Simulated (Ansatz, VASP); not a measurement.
# Tl2ReF6: VASP beside Ansatz, part 2 of 2

One calculation is typed for both programs; each brings its own data sets. How far apart do they land? The cell is generated by rule, not measured, and may not be a known phase. The two relaxations start from unlike cells of this crystal (the structure described is Ansatz's start), so only their ends are compared.

VASP 6.6.1 and Ansatz 0.2.0.

So far: The structure; VASP: relaxation of cell and atoms, LDA.

The structure was built from a prototype and need not be the compound's stable phase.

## 3. Ansatz: relaxation of cell and atoms, LDA

Level of this step: Ansatz beside VASP: Kohn-Sham DFT, plane waves, LDA (Ansatz).

Ansatz runs on its default PAW (the set named soft_2) files.

Its own start cell and the same functional (in two slightly different forms), mesh and smearing now go to Ansatz, which takes its cutoff from its data sets.

input.yaml

```yaml
crystal:
  lattice:
    - [0.0, 4.3682228515, 4.3682228515]
    - [4.3682228515, 0.0, 4.3682228515]
    - [4.3682228515, 4.3682228515, 0.0]
  atoms:
    - { symbol: Tl, position: [0.25, 0.25, 0.25] }
    - { symbol: Tl, position: [0.75, 0.75, 0.75] }
    - { symbol: Re, position: [0.0, 0.0, 0.0] }
    - { symbol: F, position: [0.2380830913, 0.2380830913, 0.7619169087] }
    - { symbol: F, position: [0.7619169087, 0.7619169087, 0.2380830913] }
    - { symbol: F, position: [0.2380830913, 0.7619169087, 0.2380830913] }
    - { symbol: F, position: [0.7619169087, 0.2380830913, 0.7619169087] }
    - { symbol: F, position: [0.7619169087, 0.2380830913, 0.2380830913] }
    - { symbol: F, position: [0.2380830913, 0.7619169087, 0.7619169087] }
kpoints:
  mp_grid: { grid: [4, 4, 4] }
hamiltonian:
  xc: lda
scf:
  occupations: { method: fermi_dirac, width: 0.02 }
relax:
  f_tol: 0.01
  max_steps: 80
  cell: {}
```

Started as:

```bash
> ansatz run input.yaml --threads 4 --pin off --max-ram 14745MiB --backend cpu --events-out ev --progress --plain --runs-dir out
```

Numbers of over 12 decimals in the logs are rounded to 6 here.

What it wrote:

```text
Engine: ansatz 0.2.0, aarch64-unknown-linux-gnu
Pseudopotentials: kind: paw
Pseudopotential: Tl, paw, valence charge 13, recommended cutoff 420 eV (normal), Tl.paw.azcp
Pseudopotential: Re, paw, valence charge 15, recommended cutoff 420 eV (normal), Re.paw.azcp
Pseudopotential: F, paw, valence charge 7, recommended cutoff 420 eV (normal), F.paw.azcp
Functional definition: SPW92
  exchange = slater_x
  correlation = pw_c
Crystal: 9 atoms, lattice volume = 166.703 Å³
Basis set: ecut = 420 eV, 3287 PW (Γ)
Bands: 51, of which v1, the nominal top of the filled ones, is band 42 counted from 1 (41 counted from 0)
Symmetry: 48 space group operations
Space group: Fm-3m (ITA 225), of the structure as read, at distance tolerance 5.5e-5 Å
k-points: 8 of 64
Non-local potential: Tl, projectors of the file, l = 0: 2, l = 1: 2, l = 2: 2, l = 3: 1
Non-local potential: Re, projectors of the file, l = 0: 3, l = 1: 2, l = 2: 2, l = 3: 1
Non-local potential: F, projectors of the file, l = 0: 2, l = 1: 2, l = 2: 1
PAW form: soft (Blöchl's): semilocal exchange-correlation on the pseudo side does not see the compensation charge
PAW frozen core: Tl, regenerated for the run's functional, and the local potential with it (the file was generated under x = pbe(κ = 0.804, μ = 0.219515), c = pbe(β = 0.066725))
PAW frozen core: Re, regenerated for the run's functional, and the local potential with it (the file was generated under x = pbe(κ = 0.804, μ = 0.219515), c = pbe(β = 0.066725))
PAW frozen core: F, regenerated for the run's functional, and the local potential with it (the file was generated under x = pbe(κ = 0.804, μ = 0.219515), c = pbe(β = 0.066725))
PAW one-centre angular grid: Tl, 590 points (default); XC on 64 Gauss nodes
PAW one-centre angular grid: Re, 590 points (default); XC on 64 Gauss nodes
PAW one-centre angular grid: F, 110 points (default); XC on 64 Gauss nodes
Initial density: superposition of atomic densities (neutral atoms: chi_scale 0, normalization atom), corrected by the library's trained network
Initial wavefunctions: pseudopotential atomic-orbital guess
Functional: x = slater, c = lda
SCF iter   1: F=—  HF=-37661.224045 eV  |F-HF|=—  |Δ(HF+E_count)|=         —  Δρ=2.08e-2  dr2=6.13e-1  ethr=1.77e-3  ⟨swp⟩=6.0  Hψ=1401  notcnv=0  defer=1
preconditioner: auto → LDOS  [metal: Δε(μ)=0.017 eV  Ē_g=12.150 eV  σ=0.020 eV  W_gap=0.21  n_scr=50 (ndim 8)  ℏωp=24.9 eV  f_vac=0.113  D(μ)=42.30/eV (n_scr^D=892)  β→1.0]
SCF iter   2: F=—  HF=-37661.125695 eV  |F-HF|=—  |Δ(HF+E_count)|=   9.84e-2  Δρ=1.03e-2  dr2=1.99e-1  ethr=7.38e-4  ⟨swp⟩=2.9  Hψ=800  notcnv=0  defer=21
SCF iter   3: F=—  HF=-37661.120242 eV  |F-HF|=—  |Δ(HF+E_count)|=   5.45e-3  Δρ=9.08e-3  dr2=1.75e-1  ethr=2.39e-4  ⟨swp⟩=2.0  Hψ=694  notcnv=0  defer=21
SCF iter   4: F=—  HF=-37661.109915 eV  |F-HF|=—  |Δ(HF+E_count)|=   1.03e-2  Δρ=6.56e-3  dr2=1.22e-1  ethr=2.11e-4  ⟨swp⟩=2.0  Hψ=440  notcnv=0  defer=21
SCF iter   5: F=—  HF=-37661.106064 eV  |F-HF|=—  |Δ(HF+E_count)|=   3.85e-3  Δρ=5.46e-3  dr2=9.72e-2  ethr=1.48e-4  ⟨swp⟩=1.0  Hψ=387  notcnv=0  defer=21
SCF iter   6: F=—  HF=-37661.089553 eV  |F-HF|=—  |Δ(HF+E_count)|=   1.65e-2  Δρ=3.13e-3  dr2=2.39e-2  ethr=1.17e-4  ⟨swp⟩=2.0  Hψ=451  notcnv=0  defer=21
SCF iter   7: F=—  HF=-37661.085042 eV  |F-HF|=—  |Δ(HF+E_count)|=   4.51e-3  Δρ=3.42e-4  dr2=2.61e-4  ethr=2.88e-5  ⟨swp⟩=2.0  Hψ=546  notcnv=0  defer=21
SCF iter   8: F=—  HF=-37661.085077 eV  |F-HF|=—  |Δ(HF+E_count)|=   3.51e-5  Δρ=6.44e-5  dr2=6.56e-6  ethr=3.14e-7  ⟨swp⟩=2.1  Hψ=566  notcnv=0  defer=21
SCF iter   9: F=—  HF=-37661.085215 eV  |F-HF|=—  |Δ(HF+E_count)|=   1.38e-4  Δρ=1.02e-5  dr2=9.57e-8  ethr=1.20e-10  ⟨swp⟩=3.0  Hψ=1746  notcnv=0
SCF iter  10: F=-37661.085215 eV  HF=-37661.085215 eV  |F-HF|=2.47e-10  |Δ(HF+E_count)|=   4.79e-9  Δρ=1.92e-6  dr2=4.57e-9  ethr=1.15e-10  ⟨swp⟩=2.0  Hψ=1313  notcnv=0
SCF 1 converged in 10 iterations: F = -37661.085215 eV  dr2 = 4.57e-9
  greatest PAW one-centre occupation: 0.999 electrons in one spin orbital (limit 2), on the Re atom at site 2 (counted from 0), in its partial waves of l = 0
relax step   1: F+E_penalty+E_count = -37661.08521467 eV  Δ(F+E_penalty+E_count) = +0.000e0 eV  max|allowed force component| = 2.500e0 eV/Å  Δτ_max = 0.0000 Å  P = -12.679 GPa  Ω = 166.703 Å³  (10 SCF iters, dr2 threshold 1.00e-7 eV, accepted)
[...]
relax step  10: F+E_penalty+E_count = -37662.52108028 eV  Δ(F+E_penalty+E_count) = +1.168e-2 eV  max|allowed force component| = 5.430e-4 eV/Å  Δτ_max = 0.0000 Å  P = -0.082 GPa  Ω = 143.261 Å³  stress off target by 8.20e-2 GPa  SCF on the basis re-selected at this cell (its energy is not comparable with the rows above)  (9 SCF iters)
[...]
relax step  11: F+E_penalty+E_count = -37662.52271547 eV  Δ(F+E_penalty+E_count) = -1.635e-3 eV  max|allowed force component| = 3.803e-5 eV/Å  Δτ_max = 0.0016 Å  P = -0.004 GPa  Ω = 142.922 Å³  energy of the carried Pulay correction = +1.547e-3 eV  (8 SCF iters, dr2 threshold 1.68e-8 eV, accepted)
[...]
relax step  12: F+E_penalty+E_count = -37662.52131697 eV  Δ(F+E_penalty+E_count) = +1.398e-3 eV  max|allowed force component| = 1.100e-4 eV/Å  Δτ_max = 0.0000 Å  P = -0.010 GPa  Ω = 142.922 Å³  stress off target by 1.04e-2 GPa  SCF on the basis re-selected at this cell (its energy is not comparable with the rows above)  (8 SCF iters)
basis re-selected at this cell: Δ(F+E_penalty+E_count) = +1.398e-3 eV, ΔP = -0.007 GPa vs the last step (what re-selecting the basis moved, of the pressure what is left beyond the Pulay correction that the steps carried, after the strain that the cell walked since its last selection, with what the two solves' SCF thresholds leave and, on support functions, any second-order correction that the steps lacked; it is no m [...]
SCF converged after 8 iterations
Free energy (F): -37662.521317 eV
Harris-Foulkes:  -37662.521317 eV  (|F-HF|=5.82e-11)
Internal energy: -37662.480872 eV  (E = F + TS)
E sigma→0 (E₀):  -37662.501094 eV
Entropy (-TS):   -0.040445 eV (-4.494 meV/atom)
Fermi energy:    7.875422 eV
--- Per-component energies (eV) ---
  E_band       = -546.345952
  E_kinetic    = 2429.576100
  E_local      = -7319.457317  (includes V_loc(G=0)·N_el)
  E_nonlocal   = 1155.111295
  E_hartree    = 2734.145226
  E_xc         = -1322.046119
  E_vxc        = -1190.005400  (∫ρ·V_xc dr)
  E_paw        = -29256.645645  (= ΣΔE_a)
  E_vpaw       = -1089.873174  (= ΣTr[D̂ρ^β])
  E_aug_tail   = 0.011980  (compensation charges beyond the density's cutoff)
  E_ewald      = -6083.891856
  E_core_change = 0.715465  (= ΣΔE_core)
  E_smearing   = -0.040445  (= −TS)
  E_closure    = 0.000000  (closes the sum)
  Σ components = -37662.521317   (vs F -37662.521317, Δ=0.00e0)
--- Forces (eV/Å), atoms counted from 1 ---
  atom   1  Tl     0.00000000    -0.00000000     0.00000000
  atom   2  Tl    -0.00000000     0.00000000    -0.00000000
  atom   3  Re     0.00000000    -0.00000000    -0.00000000
  atom   4  F     -0.00000000     0.00000000    -0.00011003
  atom   5  F      0.00000000    -0.00000000     0.00011003
  atom   6  F     -0.00000000    -0.00011003    -0.00000000
  atom   7  F      0.00000000     0.00011003     0.00000000
  atom   8  F     -0.00011003    -0.00000000    -0.00000000
  atom   9  F      0.00011003     0.00000000     0.00000000
  max |Σ_I F_I| component: 1.33e-17 eV/Å
--- Stress (GPa, compression-positive) ---
       -0.010433      -0.000000      -0.000000
       -0.000000      -0.010433       0.000000
       -0.000000       0.000000      -0.010433
  P = ⅓ Tr σ = -0.0104 GPa (-0.104 kbar)
--- Relaxed structure (9 steps of the walk, 9 accepted, 3 SCFs on fresh bases) ---
  F+E_penalty+E_count = -37662.52131697 eV   max|allowed force component| = 1.100e-4 eV/Å   (the final SCF, on the basis selected at the relaxed cell)
  cell:  # Å, volume = 142.9216 Å³
    - [0, 4.149757, 4.149757]
    - [4.149757, 0, 4.149757]
    - [4.149757, 4.149757, 0]
  atoms:
    - { symbol: Tl, position: [0.250000, 0.250000, 0.250000] }
    - { symbol: Tl, position: [0.75, 0.75, 0.75] }
    - { symbol: Re, position: [-6.7566132673568905e-19, 0, 3.392095640346517e-19] }
    - { symbol: F, position: [0.233564, 0.233564, 0.766436] }
    - { symbol: F, position: [0.766436, 0.766436, 0.233564] }
    - { symbol: F, position: [0.233564, 0.766436, 0.233564] }
    - { symbol: F, position: [0.766436, 0.233564, 0.766436] }
    - { symbol: F, position: [0.766436, 0.233564, 0.233564] }
    - { symbol: F, position: [0.233564, 0.766436, 0.766436] }
```

Reading the cycles: dr2 is the Hartree energy of the density residual (eV), the measure of convergence; HF is the Harris–Foulkes estimate of the energy, which meets the free energy F at convergence.

## 4. Comparison

Known differences besides the potentials themselves: the two LDA forms differ slightly; the data sets hold 83 valence electrons in Ansatz (on its default PAW (the set named soft_2) files) and 75 in VASP; the cutoff is 420 eV in Ansatz and 600 eV in VASP; VASP's log shows a relativistic correction to its local exchange, Ansatz's none; Ansatz adds a Pulay correction to the stress that steers its cell, VASP none. Total energies have different zeros and are not compared.

Both answers:

| quantity | Ansatz | VASP | difference |
| --- | --- | --- | --- |
| volume (Å³) | 142.92 | 141.79 | +0.80 % |
| edge a after relaxation, in the typed setting (Å) | 5.869 | 5.853 | +0.26 % |

## 5. Results

```yaml
difference_in_volume_relaxation_of_cell_and_atoms_lda: 0.80 %
```

In words: The difference in volume is 0.80 % (relaxation of cell and atoms, LDA), within the 1.2 % picked in this series as the mark of a large difference, as far as the stopping tolerances let one tell. The data sets hold unlike numbers of valence electrons (83 in Ansatz and 75 in VASP), so part of the differences comes from the potentials. Such differences can come from data sets, numerical settings and the points named under the comparisons, not from the functional's error against experiment.

[Lines on the potential files, build, host, timing and source positions are cut from VASP's logs without a mark.]

[Logs are printed without paths, hosts, clocks, repeated set-up lines and the standing remarks that a program may print on its own settings, such as how far it seeks lower states.]

[Hosts, paths, dates, database ids (printed as entryN), source tags and the programs' standing remarks are cut or masked in the printed files.]
